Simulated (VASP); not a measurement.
# NaFeN: hyperfine terms and field gradients, part 3 of 4

Aim: the hyperfine contact terms and the field gradients at the nuclei of NaFeN, by functional. The start is a computed cell from the Materials Project.

VASP 6.6.1, plane waves and PAW; the level of theory is named at each step.

So far. Step 2 (Local probes at LDA): The largest gradient is 83.05 V/Å², at Fe1.

### 3. Local probes at r2SCAN

This step: r2SCAN, DFT+U (Fe d 8 eV), spin-polarised from a ferromagnetic start; plane waves and PAW (Fe, Na_pv, N) (VASP 6.6.1).

Field gradients probe the charge near the nuclei, so LASPH is on and the cutoff is at least 1.4 times the default of the data sets; this run is at r2SCAN. LHYPERFINE adds the spin density at the nuclei, with NGYROMAG = 1 for all, so that values scale to any isotope.

Contents of INCAR:

```
SYSTEM = NaFeN
PREC = Accurate
ENCUT = 560
EDIFF = 1E-07
NELM = 100
ISMEAR = -1
SIGMA = 0.05
LREAL = .FALSE.
ALGO = Normal
METAGGA = R2SCAN
LASPH = .TRUE.
NBANDS = 33
ISPIN = 2
MAGMOM = 3 3 0 0 0 0
LDAU = .TRUE.
LDAUTYPE = 2
LDAUL = 2 -1 -1
LDAUU = 8 0 0
LDAUJ = 0 0 0
LDAUPRINT = 1
LMAXMIX = 4
LORBIT = 11
LWAVE = .FALSE.
LCHARG = .FALSE.
KPAR = 4
LEFG = .TRUE.
LHYPERFINE = .TRUE.
NGYROMAG = 1 1 1
```

Contents of POSCAR:

```
NaFeN
1.0
    2.9791986867      0.0000000000      0.0000000000
   -1.4895993434      2.5800617456      0.0000000000
    0.0000000000      0.0000000000      9.6775907600
Fe Na N
2 2 2
Direct
    0.0000000000      0.0000000000      0.0181663700
    0.0000000000      0.0000000000      0.5181663700
    0.3333333333      0.6666666667      0.2606901600
    0.6666666667      0.3333333333      0.7606901600
    0.6666666667      0.3333333333      0.0657834700
    0.3333333333      0.6666666667      0.5657834700
```

Contents of KPOINTS:

```
Automatic mesh
0
Gamma
9 9 4
0 0 0
```

Potentials, in the order of the species: Fe, Na_pv and N (PBE family, release 64).

Command:

```sh
$ mpirun -np 4 vasp_std
```

Output:

```text
[banner, memory and clock lines left out]
running    4 mpi-ranks, on    1 nodes
 distrk:  each k-point on    1 cores,    4 groups
 distr:  one band on    1 cores,    1 groups

 POSCAR found type information on POSCAR FeNaN
 POSCAR found :  3 types and       6 ions
 [... a notice as in an earlier step ...]

 LDA part: xc-table for (None), standard interpolation
 POSCAR, INCAR and KPOINTS ok, starting setup
 FFT: planning ... GRIDC
 FFT: planning ... GRID_SOFT
 FFT: planning ... GRID
 WAVECAR not read
 entering main loop
       N       E                     dE             d eps       ncg     rms          rms(c)
DAV:   1     0.436552174505E+03    0.43655E+03   -0.20124E+04  4752   0.166E+03
DAV:   2     0.672788935112E+01   -0.42982E+03   -0.39794E+03  4794   0.430E+02
DAV:   3    -0.553491798343E+02   -0.62077E+02   -0.59096E+02  5478   0.170E+02
DAV:   4    -0.583714678550E+02   -0.30223E+01   -0.29946E+01  5657   0.391E+01
DAV:   5    -0.584446229948E+02   -0.73155E-01   -0.73109E-01  5595   0.602E+00    0.520E+01
DAV:   6    -0.432864547248E+02    0.15158E+02   -0.57901E+01  6366   0.127E+02    0.698E+01
DAV:   7    -0.447656273137E+02   -0.14792E+01   -0.14368E+01  5508   0.293E+01    0.475E+01
DAV:   8    -0.446018278394E+02    0.16380E+00   -0.30235E+00  6644   0.274E+01    0.403E+01
DAV:   9    -0.445360825778E+02    0.65745E-01   -0.52792E+00  6050   0.250E+01    0.325E+01
DAV:  10    -0.448916888735E+02   -0.35561E+00   -0.13058E+00  5380   0.824E+00    0.208E+01
DAV:  11    -0.454973943162E+02   -0.60571E+00   -0.58560E-01  5917   0.813E+00    0.487E+00
DAV:  12    -0.455991209265E+02   -0.10173E+00   -0.59794E-01  5637   0.697E+00    0.316E+00
DAV:  13    -0.456457438154E+02   -0.46623E-01   -0.11925E-01  5945   0.339E+00    0.228E+00
DAV:  14    -0.457161543182E+02   -0.70411E-01   -0.75360E-02  6006   0.251E+00    0.119E+00
DAV:  15    -0.457679701774E+02   -0.51816E-01   -0.10131E-01  5685   0.363E+00    0.113E+00
DAV:  16    -0.457873362302E+02   -0.19366E-01   -0.76734E-02  5855   0.223E+00    0.692E-01
DAV:  17    -0.457895043272E+02   -0.21681E-02   -0.13348E-02  5360   0.919E-01    0.200E-01
DAV:  18    -0.457899964112E+02   -0.49208E-03   -0.16925E-03  6175   0.311E-01    0.128E-01
DAV:  19    -0.457900477185E+02   -0.51307E-04   -0.42923E-04  5031   0.176E-01    0.181E-01
DAV:  20    -0.457900679566E+02   -0.20238E-04   -0.10294E-04  6517   0.130E-01    0.115E-01
DAV:  21    -0.457900851831E+02   -0.17227E-04   -0.72919E-05  5609   0.106E-01    0.332E-02
DAV:  22    -0.457900894480E+02   -0.42649E-05   -0.95042E-06  5719   0.320E-02    0.677E-03
DAV:  23    -0.457900916188E+02   -0.21708E-05   -0.64551E-07  5186   0.832E-03    0.875E-03
DAV:  24    -0.457900928709E+02   -0.12522E-05   -0.51868E-07  5211   0.867E-03    0.208E-03
DAV:  25    -0.457900936830E+02   -0.81213E-06   -0.24331E-07  4105   0.539E-03    0.865E-04
DAV:  26    -0.457900937499E+02   -0.66852E-07   -0.10796E-07  3357   0.279E-03
ion   1
     0.0000000    -0.0000000     0.0000000    19.6525699    -0.0000000     0.0000000
     0.0000445    -0.0000000     0.0000000    19.6525697    -0.0000000     0.0000000
     0.0000605    -0.0000000     0.0000000    19.6525695    -0.0000000     0.0000000
     0.0000823    -0.0000000     0.0000000    19.6525691    -0.0000000     0.0000000
     0.0001120    -0.0000000     0.0000000    19.6525685    -0.0000000     0.0000000

     0.0000000    -0.0000000     0.0000000   -76.2687798    -0.0000000     0.0000000
     0.0000445    -0.0000000     0.0000000   -76.2658166    -0.0000000     0.0000000
     0.0000605    -0.0000000     0.0000000   -76.2641392    -0.0000000     0.0000000
     0.0000823    -0.0000000     0.0000000   -76.2614213    -0.0000000     0.0000000
     0.0001120    -0.0000000     0.0000000   -76.2570425    -0.0000000     0.0000000

ion   2
     0.0000000    -0.0000000    -0.0000000    19.6525699     0.0000000     0.0000000
     0.0000445    -0.0000000    -0.0000000    19.6525697     0.0000000     0.0000000
     0.0000605    -0.0000000    -0.0000000    19.6525695     0.0000000     0.0000000
     0.0000823    -0.0000000    -0.0000000    19.6525691     0.0000000     0.0000000
     0.0001120    -0.0000000    -0.0000000    19.6525685     0.0000000     0.0000000

     0.0000000    -0.0000000    -0.0000000   -76.2687798     0.0000000     0.0000000
     0.0000445    -0.0000000    -0.0000000   -76.2658166     0.0000000     0.0000000
     0.0000605    -0.0000000    -0.0000000   -76.2641392     0.0000000     0.0000000
     0.0000823    -0.0000000    -0.0000000   -76.2614213     0.0000000     0.0000000
     0.0001120    -0.0000000    -0.0000000   -76.2570425     0.0000000     0.0000000

ion   3
     0.0000000    -0.0000000    -0.0000000     0.3533675    -0.0000000     0.0000000
     0.0000330    -0.0000000    -0.0000000     0.3533675    -0.0000000     0.0000000
     0.0000455    -0.0000000    -0.0000000     0.3533675    -0.0000000     0.0000000
     0.0000627    -0.0000000    -0.0000000     0.3533675    -0.0000000     0.0000000
     0.0000863    -0.0000000    -0.0000000     0.3533675    -0.0000000     0.0000000

     0.0000000    -0.0000001    -0.0000000    15.4886104    -0.0000000     0.0000000
     0.0000330    -0.0000001    -0.0000000    15.4885982    -0.0000000     0.0000000
     0.0000455    -0.0000001    -0.0000000    15.4885904    -0.0000000     0.0000000
     0.0000627    -0.0000001    -0.0000000    15.4885773    -0.0000000     0.0000000
     0.0000863    -0.0000001    -0.0000000    15.4885554    -0.0000000     0.0000000

ion   4
     0.0000000    -0.0000000    -0.0000000     0.3533675     0.0000000     0.0000000
     0.0000330    -0.0000000    -0.0000000     0.3533675     0.0000000     0.0000000
     0.0000455    -0.0000000    -0.0000000     0.3533675     0.0000000     0.0000000
     0.0000627    -0.0000000    -0.0000000     0.3533675     0.0000000     0.0000000
     0.0000863    -0.0000000    -0.0000000     0.3533675     0.0000000     0.0000000

     0.0000000    -0.0000001    -0.0000000    15.4886104     0.0000000     0.0000000
     0.0000330    -0.0000001    -0.0000000    15.4885982     0.0000000     0.0000000
     0.0000455    -0.0000001    -0.0000000    15.4885904     0.0000000     0.0000000
     0.0000627    -0.0000001    -0.0000000    15.4885773     0.0000000     0.0000000
     0.0000863    -0.0000001    -0.0000000    15.4885554     0.0000000     0.0000000

ion   5
     0.0000000    -0.0000000    -0.0000000   -25.2246620    -0.0000000     0.0000000
     0.0000281    -0.0000000    -0.0000000   -25.2246619    -0.0000000     0.0000000
     0.0000381    -0.0000000    -0.0000000   -25.2246618    -0.0000000     0.0000000
     0.0000517    -0.0000000    -0.0000000   -25.2246615    -0.0000000     0.0000000
     0.0000701    -0.0000000    -0.0000000   -25.2246611    -0.0000000     0.0000000

     0.0000000    -0.0000000    -0.0000000   -52.2550497    -0.0000000     0.0000000
     0.0000281    -0.0000000    -0.0000000   -52.2550420    -0.0000000     0.0000000
     0.0000381    -0.0000000    -0.0000000   -52.2550369    -0.0000000     0.0000000
     0.0000517    -0.0000000    -0.0000000   -52.2550285    -0.0000000     0.0000000
     0.0000701    -0.0000000    -0.0000000   -52.2550146    -0.0000000     0.0000000

ion   6
     0.0000000    -0.0000000     0.0000000   -25.2246620     0.0000000     0.0000000
     0.0000281    -0.0000000     0.0000000   -25.2246619     0.0000000     0.0000000
     0.0000381    -0.0000000     0.0000000   -25.2246618     0.0000000     0.0000000
     0.0000517    -0.0000000     0.0000000   -25.2246615     0.0000000     0.0000000
     0.0000701    -0.0000000     0.0000000   -25.2246611     0.0000000     0.0000000

     0.0000000    -0.0000000     0.0000000   -52.2550497     0.0000000     0.0000000
     0.0000281    -0.0000000     0.0000000   -52.2550420     0.0000000     0.0000000
     0.0000381    -0.0000000     0.0000000   -52.2550369     0.0000000     0.0000000
     0.0000517    -0.0000000     0.0000000   -52.2550285     0.0000000     0.0000000
     0.0000701    -0.0000000     0.0000000   -52.2550146     0.0000000     0.0000000

   1 F= -.45790094E+02 E0= -.45787611E+02  d E =-.496647E-02  mag=     8.0000
```

Elapsed: 2.6 min, on 4 MPI ranks of Intel Xeon 6975P-C (Granite Rapids), shared host; peak memory 1.4 GiB; 10 min of CPU time.

(Continued in part 4 of 4.)

[Lines on the potential files, build, host, timing and source positions are cut from VASP's logs without a mark.]

[Logs are printed without paths, hosts, clocks, repeated set-up lines and the standing remarks that a program may print on its own settings, such as how far it seeks lower states.]

[Hosts, paths, dates, database ids (printed as entryN), source tags and the programs' standing remarks are cut or masked in the printed files.]
